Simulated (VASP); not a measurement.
# What goes wrong when MgO is relaxed with a bad input

Aim: see how common mistakes in a VASP relaxation show up, on MgO. The starting structure is a cell with measured lattice constants from the literature and the atomic positions of a Crystallography Open Database entry. The first relaxation on each setting starts from this cell expanded by 3 % in volume.

Method: Kohn-Sham DFT with plane waves and PAW; PBEsol, in VASP 6.6.1.

## Step 1: Set-up

The structure is cubic, space group Fm-3m (No. 225). Conventional cell: a = 4.213 Å, b = 4.213 Å, c = 4.213 Å, α = 90.00°, β = 90.00°, γ = 90.00°. Nearest to Mg lie 6 O at 2.11 Å. Nearest to O lie 6 Mg at 2.11 Å. Farther neighbours and most contacts between anions are not listed.

As a file:

```xyz
2
Lattice="0.0000 2.1064 2.1064 2.1064 0.0000 2.1064 2.1064 2.1064 0.0000" Properties=species:S:1:pos:R:3 pbc="T T T"
Mg    0.0000    0.0000    0.0000
O     2.1064    2.1064    2.1064
```

## Step 2: Reference relaxation

This run starts from the cell of an earlier relaxation, which isn't shown; the restart sets up the plane waves anew.

INCAR reads:

```
SYSTEM = MgO
PREC = Accurate
ENCUT = 520
EDIFF = 1E-06
NELM = 100
ISMEAR = 0
SIGMA = 0.03
LREAL = .FALSE.
ALGO = Normal
GGA = PS
NBANDS = 10
LORBIT = 11
LWAVE = .FALSE.
LCHARG = .FALSE.
KPAR = 4
IBRION = 2
NSW = 50
ISIF = 3
EDIFFG = -0.006
```

POSCAR reads:

```
MgO
1.0
    0.0000000000      2.1048149981      2.1048149981
    2.1048149981      0.0000000000      2.1048149981
    2.1048149981      2.1048149981      0.0000000000
Mg O
1 1
Direct
    0.0000000000      0.0000000000      0.0000000000
    0.5000000000      0.5000000000      0.5000000000
```

KPOINTS reads:

```
Automatic mesh
0
Gamma
8 8 8
0 0 0
```

The projector-augmented-wave data sets are Mg and O (PBE family, release 64).

On the command line:

```console
> mpirun -np 4 vasp_std
```

Output:

```text
[banner, memory and clock lines left out]
running    4 mpi-ranks, on    1 nodes
 distrk:  each k-point on    1 cores,    4 groups
 distr:  one band on    1 cores,    1 groups

 POSCAR found type information on POSCAR MgO
 POSCAR found :  2 types and       2 ions
|                                                                             |
|               ----> ADVICE to this user running VASP <----                  |
|                                                                             |
|     You enforced a specific xc type in the INCAR file but a different       |
|     [... a line on the potential file left out ...]
|     I HOPE YOU KNOW WHAT YOU ARE DOING!                                     |
|                                                                             |

 LDA part: xc-table for (Slater+PW92), standard interpolation
 POSCAR, INCAR and KPOINTS ok, starting setup
 FFT: planning ... GRIDC
 FFT: planning ... GRID_SOFT
 FFT: planning ... GRID
 WAVECAR not read
 entering main loop
       N       E                     dE             d eps       ncg     rms          rms(c)
DAV:   1     0.102352350364E+02    0.10235E+02   -0.46712E+03   652   0.702E+02
DAV:   2    -0.134898461727E+02   -0.23725E+02   -0.23276E+02   646   0.136E+02
DAV:   3    -0.138976809744E+02   -0.40783E+00   -0.40758E+00   686   0.164E+01
DAV:   4    -0.138985225263E+02   -0.84155E-03   -0.84153E-03   642   0.837E-01
DAV:   5    -0.138985252240E+02   -0.26977E-05   -0.26976E-05   656   0.471E-02    0.667E+00
DAV:   6    -0.125496264988E+02    0.13489E+01   -0.78668E+00   590   0.165E+01    0.220E+00
DAV:   7    -0.125260256559E+02    0.23601E-01   -0.44288E-02   636   0.212E+00    0.129E+00
DAV:   8    -0.125127055468E+02    0.13320E-01   -0.22217E-02   588   0.186E+00    0.194E-01
DAV:   9    -0.125125239091E+02    0.18164E-03   -0.20679E-04   660   0.112E-01    0.132E-01
DAV:  10    -0.125124652384E+02    0.58671E-04   -0.35337E-04   632   0.154E-01    0.573E-03
DAV:  11    -0.125124661885E+02   -0.95013E-06   -0.41768E-06   618   0.155E-02
   1 F= -.12512466E+02 E0= -.12512466E+02  d E =-.125125E+02
 curvature:   0.00 expect dE= 0.000E+00 dE for cont linesearch  0.000E+00
 trial: gam= 0.00000 g(F)=  0.751E-62 g(S)=  0.508E-09 ort = 0.000E+00 (trialstep = 0.100E+01)
 search vector abs. value=  0.608E-09
 reached required accuracy - stopping structural energy minimisation
```

Elapsed: 1.8 s, on 4 MPI ranks of Intel Xeon 6975P-C (Granite Rapids), shared host; peak memory 0.51 GiB.

Lines that name or quote the potential files are left out of all logs, and their timing lines are given in words.

Parts of OUTCAR (step 2):

```text
ion  position               nearest neighbor table
   1  0.000  0.000  0.000-   2 2.10   2 2.10   2 2.10   2 2.10   2 2.10   2 2.10
   2  0.500  0.500  0.500-   1 2.10   1 2.10   1 2.10   1 2.10   1 2.10   1 2.10

  LATTYP: Found a face centered cubic cell.
 ALAT       =     4.2096299962

 Subroutine GETGRP returns: Found 48 space group operations
 (whereof 48 operations were pure point group operations)

The static configuration has the point symmetry O_h .

 Found     29 irreducible k-points:

   k-points           NKPTS =     29   k-points in BZ     NKDIM =     29   number of bands    NBANDS=     10

   dimension x,y,z NGX =    24 NGY =   24 NGZ =   24
   dimension x,y,z NGXF=    48 NGYF=   48 NGZF=   48

   ENCUT  =  520.0 eV  38.22 Ry    6.18 a.u.   5.53  5.53  5.53*2*pi/ulx,y,z

   NELECT =       8.0000    total number of electrons

 k-points in reciprocal lattice and weights: Automatic mesh
   0.00000000  0.00000000  0.00000000       0.002
   0.12500000  0.00000000  0.00000000       0.016
   0.25000000  0.00000000  0.00000000       0.016
   0.37500000  0.00000000  0.00000000       0.016
   0.50000000  0.00000000  0.00000000       0.008
   0.12500000  0.12500000  0.00000000       0.012
   0.25000000  0.12500000  0.00000000       0.047
   0.37500000  0.12500000  0.00000000       0.047
   0.50000000  0.12500000  0.00000000       0.047
[...]
-0.37500000  0.50000000  0.12500000       0.023
  -0.25000000  0.50000000  0.25000000       0.012

 average (electrostatic) potential at core
       1 -34.6508       2 -69.5504

 E-fermi :   3.2609

 k-point     1 :       0.0000    0.0000    0.0000
  band No.  band energies     occupation
      1     -14.1347      2.00000
      2       3.0803      2.00000
      3       3.0803      2.00000
      4       3.0803      2.00000
      5       7.7313      0.00000
      6      18.7220      0.00000
      7      18.7220      0.00000
      8      18.7220      0.00000
      9      22.5687      0.00000
    ...

 k-point     2 :       0.1250    0.0000    0.0000
  band No.  band energies     occupation
      1     -13.9675      2.00000
      2       2.1092      2.00000
      3       2.9751      2.00000
      4       2.9751      2.00000
      5       8.6520      0.00000
      6      17.0297      0.00000
      7      19.0844      0.00000
      8      19.0844      0.00000
      9      23.4933      0.00000
    ...

 k-point     3 :       0.2500    0.0000    0.0000
  band No.  band energies     occupation
      1     -13.5330      2.00000
      2       0.3809      2.00000
      3       2.7331      2.00000
      4       2.7331      2.00000
      5      10.0844      0.00000
      6      15.5042      0.00000
      7      19.5954      0.00000
      8      19.5954      0.00000
      9      23.0936      0.00000
    ...

  Total       -0.0000838     -0.0000838     -0.0000838      0.0000000      0.0000000     -0.0000000
  in kB       -0.0071997     -0.0071997     -0.0071997      0.0000000      0.0000000     -0.0000000
  external PRESSURE =      -0.0071997 kB  Pullay stress =       0.0000000 kB

  energy-cutoff  :      520.00
  volume of cell :       18.65
      direct lattice vectors                 reciprocal lattice vectors
     0.000000000  2.104814998  2.104814998    -0.237550569  0.237550569  0.237550569
     2.104814998  0.000000000  2.104814998     0.237550569 -0.237550569  0.237550569
     2.104814998  2.104814998  0.000000000     0.237550569  0.237550569 -0.237550569

 POSITION                                       TOTAL-FORCE (eV/Angst)
 -----------------------------------------------------------------------------------
      0.00000      0.00000      0.00000        -0.000000     -0.000000      0.000000
      2.10481      2.10481      2.10481         0.000000      0.000000      0.000000
 -----------------------------------------------------------------------------------
    total drift:                               -0.000000     -0.000000      0.000000

  FREE ENERGIE OF THE ION-ELECTRON SYSTEM (eV)
  ---------------------------------------------------
  free  energy   TOTEN  =       -12.5124661885 eV

  energy  without entropy=      -12.5124661885  energy(sigma->0) =      -12.51246619

 reached required accuracy - stopping structural energy minimisation

 total charge
# of ion       s       p       d       tot
------------------------------------------
    1        0.150   0.182   0.080   0.412
    2        1.537   3.542   0.000   5.079
--------------------------------------------------
tot          1.688   3.724   0.080   5.492

[... 3 further parts left out ...]
```

The PAW data sets were made with PBE, which is usual practice but a small mismatch for other functionals. The run keeps the 48 symmetry operations of its start, so it cannot find a distortion of lower symmetry.

The reference relaxation ends at 9.325 Å³ an atom. Pressures at 0.985 and 1.015 times this volume, from two more relaxations that aren't shown, give a bulk modulus of 161.3 GPa.

## Step 3: Relaxation with a smearing far too wide

A slip made on purpose: a smearing far too wide. Against step 2 the input has SIGMA = 2 (also changed: NELM).

Changes to INCAR since step 2:

```diff
@@ -4,5 +4,5 @@
 EDIFF = 1E-06
-NELM = 100
+NELM = 60
 ISMEAR = 0
-SIGMA = 0.03
+SIGMA = 2
 LREAL = .FALSE.
```

POSCAR reads:

```
MgO
1.0
    0.0000000000      2.1272568020      2.1272568020
    2.1272568020      0.0000000000      2.1272568020
    2.1272568020      2.1272568020      0.0000000000
Mg O
1 1
Direct
    0.0000000000      0.0000000000      0.0000000000
    0.5000000000      0.5000000000      0.5000000000
```

KPOINTS is that of step 2.

On the command line:

```console
> mpirun -np 4 vasp_std
```

Output:

```text
[banner, memory and clock lines left out]
running    4 mpi-ranks, on    1 nodes
[...]
[... a notice as in an earlier step ...]

 LDA part: xc-table for (Slater+PW92), standard interpolation
 POSCAR, INCAR and KPOINTS ok, starting setup
[...]
entering main loop
       N       E                     dE             d eps       ncg     rms          rms(c)
DAV:   1     0.102012025496E+02    0.10201E+02   -0.45482E+03   684   0.693E+02
DAV:   2    -0.134190107023E+02   -0.23620E+02   -0.22612E+02   648   0.131E+02
DAV:   3    -0.138850400207E+02   -0.46603E+00   -0.46584E+00   684   0.167E+01
DAV:   4    -0.138860235431E+02   -0.98352E-03   -0.98351E-03   646   0.883E-01
[...]
DAV:   9    -0.125108042872E+02    0.21218E-03   -0.23717E-04   650   0.121E-01    0.138E-01
DAV:  10    -0.125107326724E+02    0.71615E-04   -0.37422E-04   626   0.161E-01    0.620E-03
DAV:  11    -0.125107335373E+02   -0.86493E-06   -0.46956E-06   610   0.156E-02
   1 F= -.12510734E+02 E0= -.12487126E+02  d E =-.125107E+02
[...]
DAV:   4    -0.125176251596E+02    0.35567E-03   -0.42793E-04   606   0.179E-01    0.371E-02
DAV:   5    -0.125176161407E+02    0.90189E-05   -0.71858E-05   610   0.563E-02    0.775E-03
DAV:   6    -0.125176156255E+02    0.51527E-06   -0.11720E-06   322   0.791E-03
   2 F= -.12517616E+02 E0= -.12500222E+02  d E =-.688209E-02
 trial-energy change:   -0.006882  1 .order   -0.006688   -0.018947    0.005571
 step:   0.7809(harm=  0.7728)  dis= 0.00000  next Energy=   -12.518224 (dE=-0.749E-02)
[...]
N       E                     dE             d eps       ncg     rms          rms(c)
DAV:   1    -0.125218799303E+02   -0.42638E-02   -0.72136E-02   598   0.230E+00    0.455E-01
DAV:   2    -0.125182796253E+02    0.36003E-02   -0.23367E-02   606   0.953E-01    0.458E-02
DAV:   3    -0.125182512172E+02    0.28408E-04   -0.25804E-04   602   0.158E-01    0.264E-02
DAV:   4    -0.125182329030E+02    0.18314E-04   -0.19962E-05   610   0.393E-02    0.806E-03
DAV:   5    -0.125182316276E+02    0.12754E-05   -0.33890E-06   560   0.121E-02    0.165E-03
DAV:   6    -0.125182316765E+02   -0.48959E-07   -0.62069E-08   306   0.176E-03
   3 F= -.12518232E+02 E0= -.12499586E+02  d E =-.749814E-02
[...]
reached required accuracy - stopping structural energy minimisation
```

Elapsed: 4 s, on 4 MPI ranks; peak memory 0.54 GiB; 11 s of CPU time.

OUTCAR, selected parts (step 3):

```text
  Total        0.0006093      0.0006093      0.0006093      0.0000000     -0.0000000     -0.0000000
  in kB        0.0522009      0.0522009      0.0522009      0.0000000     -0.0000000     -0.0000000
  external PRESSURE =       0.0522009 kB  Pullay stress =       0.0000000 kB

 POSITION                                       TOTAL-FORCE (eV/Angst)
 -----------------------------------------------------------------------------------
      0.00000      0.00000      0.00000        -0.000000     -0.000000     -0.000000
      2.10675      2.10675      2.10675         0.000000      0.000000      0.000000
 -----------------------------------------------------------------------------------
    total drift:                               -0.000000     -0.000000      0.000000

  FREE ENERGIE OF THE ION-ELECTRON SYSTEM (eV)
  ---------------------------------------------------
  free  energy   TOTEN  =       -12.5182316765 eV

  energy  without entropy=      -12.4809396428  energy(sigma->0) =      -12.49958566

[... 2 parts as in an earlier step ...]

[... 2 further parts left out ...]
[key lines of the parts left out:]
E-fermi :   6.4404
```

With a smearing far too wide the cell ends at 9.351 Å³ an atom, +0.28 % from the reference; the bulk modulus is 156.2 GPa against 161.3 GPa.

## Step 4: Relaxation with a leftover external pressure of 100 kbar

A slip made on purpose: a leftover external pressure of 100 kbar. Against step 2 the input has PSTRESS = 100 (also changed: NELM).

Changes to INCAR since step 3:

```diff
@@ -6,3 +6,3 @@
 ISMEAR = 0
-SIGMA = 2
+SIGMA = 0.03
 LREAL = .FALSE.
@@ -19 +19,2 @@
 EDIFFG = -0.006
+PSTRESS = 100
```

POSCAR is that of step 3.

KPOINTS is that of step 3.

On the command line:

```console
> mpirun -np 4 vasp_std
```

Output:

```text
[... set-up lines as in an earlier step ...]
 entering main loop
       N       E                     dE             d eps       ncg     rms          rms(c)
DAV:   1     0.104315382958E+02    0.10432E+02   -0.45482E+03   684   0.693E+02
DAV:   2    -0.134175464260E+02   -0.23849E+02   -0.23546E+02   648   0.132E+02
DAV:   3    -0.138836201430E+02   -0.46607E+00   -0.46590E+00   684   0.167E+01
DAV:   4    -0.138846036027E+02   -0.98346E-03   -0.98344E-03   646   0.883E-01
[...]
DAV:   9    -0.125041129406E+02    0.20892E-03   -0.23517E-04   650   0.120E-01    0.138E-01
DAV:  10    -0.125040434315E+02    0.69509E-04   -0.37669E-04   626   0.161E-01    0.625E-03
DAV:  11    -0.125040443007E+02   -0.86918E-06   -0.47176E-06   610   0.157E-02
   1 F= -.11302391E+02 E0= -.11302391E+02  d E =-.113024E+02
[...]
N       E                     dE             d eps       ncg     rms          rms(c)
DAV:   1    -0.133262528853E+02   -0.82221E+00   -0.18725E+01   590   0.387E+01    0.714E+00
[...]
DAV:   5    -0.124137856856E+02    0.10417E-03   -0.65345E-04   608   0.175E-01    0.270E-02
DAV:   6    -0.124137828468E+02    0.28387E-05   -0.77690E-06   608   0.224E-02    0.152E-03
DAV:   7    -0.124137830633E+02   -0.21646E-06   -0.19236E-07   312   0.395E-03
   2 F= -.11360206E+02 E0= -.11360206E+02  d E =-.578149E-01
 trial-energy change:   -0.057815  1 .order   -0.049139   -0.228775    0.130497
 step:   0.6689(harm=  0.6368)  dis= 0.00000  next Energy=   -11.381497 (dE=-0.791E-01)
[...]
N       E                     dE             d eps       ncg     rms          rms(c)
DAV:   1    -0.125843506952E+02   -0.17057E+00   -0.20132E+00   594   0.122E+01    0.239E+00
DAV:   2    -0.124845170702E+02    0.99834E-01   -0.60621E-01   596   0.497E+00    0.238E-01
DAV:   3    -0.124838677342E+02    0.64934E-03   -0.55530E-03   602   0.772E-01    0.130E-01
DAV:   4    -0.124834096532E+02    0.45808E-03   -0.49258E-04   604   0.200E-01    0.390E-02
DAV:   5    -0.124833933553E+02    0.16298E-04   -0.77958E-05   602   0.577E-02    0.863E-03
DAV:   6    -0.124833931409E+02    0.21437E-06   -0.15353E-06   326   0.869E-03
   3 F= -.11382217E+02 E0= -.11382217E+02  d E =-.798255E-01
[...]
reached required accuracy - stopping structural energy minimisation
```

It took 3.4 s on 4 MPI ranks; peak memory 0.55 GiB; 9.1 s of CPU time.

OUTCAR, selected parts (step 4):

```text
  Total        1.0989050      1.0989050      1.0989050     -0.0000000     -0.0000000     -0.0000000
  in kB       99.7937089     99.7937089     99.7937089     -0.0000000     -0.0000000     -0.0000000
  external PRESSURE =      -0.2062911 kB  Pullay stress =     100.0000000 kB

 POSITION                                       TOTAL-FORCE (eV/Angst)
 -----------------------------------------------------------------------------------
      0.00000      0.00000      0.00000        -0.000000     -0.000000     -0.000000
      2.06623      2.06623      2.06623         0.000000      0.000000      0.000000
 -----------------------------------------------------------------------------------
    total drift:                               -0.000000     -0.000000      0.000000

  FREE ENERGIE OF THE ION-ELECTRON SYSTEM (eV)
  ---------------------------------------------------
  free  energy   TOTEN  =       -12.4833931409 eV

  energy  without entropy=      -12.4833931409  energy(sigma->0) =      -12.48339314

[... 2 parts as in an earlier step ...]

[... 2 further parts left out ...]
[key lines of the parts left out:]
E-fermi :   3.6407
```

With a leftover external pressure of 100 kbar the cell ends at 8.821 Å³ an atom, -5.40 % from the reference.

## Step 5: Relaxation with low precision and a small cutoff

A slip made on purpose: low precision and a small cutoff. Against step 2 the input has PREC = Low and ENCUT = 320 (also changed: NELM).

Changes to INCAR since step 4:

```diff
@@ -1,4 +1,4 @@
 SYSTEM = MgO
-PREC = Accurate
-ENCUT = 520
+PREC = Low
+ENCUT = 320
 EDIFF = 1E-06
@@ -19,2 +19 @@
 EDIFFG = -0.006
-PSTRESS = 100
```

POSCAR is that of step 4.

KPOINTS is that of step 4.

On the command line:

```console
> mpirun -np 4 vasp_std
```

Output:

```text
[... set-up lines as in an earlier step ...]
 entering main loop
       N       E                     dE             d eps       ncg     rms          rms(c)
DAV:   1     0.151881450545E+01    0.15188E+01   -0.36078E+03   724   0.458E+02
DAV:   2    -0.135861989005E+02   -0.15105E+02   -0.14934E+02   658   0.998E+01
DAV:   3    -0.138303270751E+02   -0.24413E+00   -0.24403E+00   678   0.109E+01
DAV:   4    -0.138308091247E+02   -0.48205E-03   -0.48204E-03   648   0.542E-01
[...]
DAV:   9    -0.126295586080E+02    0.74940E-04   -0.86258E-05   658   0.688E-02    0.121E-01
DAV:  10    -0.126295447483E+02    0.13860E-04   -0.29390E-04   610   0.119E-01    0.699E-03
DAV:  11    -0.126295441523E+02    0.59595E-06   -0.49127E-06   618   0.160E-02
   1 F= -.12629544E+02 E0= -.12629544E+02  d E =-.126295E+02
[...]
DAV:   1    -0.161282082769E+02   -0.34987E+01   -0.82031E+01   590   0.808E+01BRMIX: very serious problems
[...]
BRMIX: very serious problems
[...]
BRMIX: very serious problems
[... from here on, the cycles between the ionic steps are left out ...]
   2 F= -.12415633E+02 E0= -.12415633E+02  d E =0.213911E+00
   3 F= -.12863789E+02 E0= -.12863789E+02  d E =-.234245E+00
   4 F= -.12864136E+02 E0= -.12864136E+02  d E =-.234591E+00
   5 F= -.12864071E+02 E0= -.12864071E+02  d E =-.234527E+00
   6 F= -.12864060E+02 E0= -.12864060E+02  d E =0.112807E-04
   7 F= -.12864139E+02 E0= -.12864139E+02  d E =-.673189E-04
[...]
reached required accuracy - stopping structural energy minimisation
```

The job ended after 1.6 s (4 MPI ranks; peak memory 0.37 GiB; 3.3 s of CPU time).

[end of part 1 of 2]

[Lines on the potential files, build, host, timing and source positions are cut from VASP's logs without a mark.]

[Logs are printed without paths, hosts, clocks, repeated set-up lines and the standing remarks that a program may print on its own settings, such as how far it seeks lower states.]

[Hosts, paths, dates, database ids (printed as entryN), source tags and the programs' standing remarks are cut or masked in the printed files.]
